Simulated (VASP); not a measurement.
SnO2: band gap against strain

SnO2 (rutile, P4_2/mnm, 11.912 Å³/atom and stress up to 0.17 GPa in the relaxed cell, c along z) under an equal strain ε along all three axes. LDA in VASP (plane waves, PAW), 600 eV, 8×8×10 Γ-centred mesh, Gaussian smearing 0.05 eV; ions are relaxed, or left where forces stay under 0.02 eV/Å, within the symmetry of each cell. Gaps are the smallest on the run's k-mesh, which can miss an edge that lies off it, without spin-orbit coupling; in all rows the valence edge lies at Γ and the conduction edge at Γ.

Here s stands for strain and Eg for gap.

| strain (%) | gap (eV) |
|---|---|
| -3.00 | ? |
| -1.50 | 1.673 |
| -1.00 | 1.491 |
| -0.50 | 1.314 |
| 0.00 | 1.140 |

Taking a straight line for Eg over the 4 complete rows: Means: s -0.75000, Eg 1.4045. About the means, the sum of products is -0.44400 and the sum of squares of s is 1.2500; the slope is their ratio. Least squares gives Eg = 1.1381 - 0.35520·s. Residuals (row less fit): 0.0021, -0.0023, -0.0017, 0.0019; standard error 0.0028 (degrees of freedom: 2). Over these rows the gap moves by -35.5 ± 0.3 eV per unit strain, or -11.8 eV per unit of ln V.

Estimate the missing Eg (s = -3.00); what did the run itself give?

Eg = 1.1381 - 0.35520 × (-3.0) = 2.2037 eV. The calculation gives 2.248 eV, 0.0443 eV above the prediction (4.0 % of the range of Eg in the table). The row lies outside the fitted rows, so this is an extrapolation. From the scatter of the fitted rows alone, a prediction at this place has a standard error of 0.0066 eV, so the miss is 6.7 times that.

A polynomial of degree 2 through the 6 other runs of the series gives 2.247 there, so most of the miss is curvature that the fit leaves out. Other structures, which can take over under pressure, weren't tried. Spin-orbit coupling is left out, which can shift this property for SnO2. Rows are the converged runs of the series near zero and its far end; series whose fitted rows scatter by over a few per cent of the range, as at a crossing or softening among them, aren't shown in this form, nor equations of state whose B0' disagrees with the runs' pressures. Most that stay on the fit to the last digits aren't either.
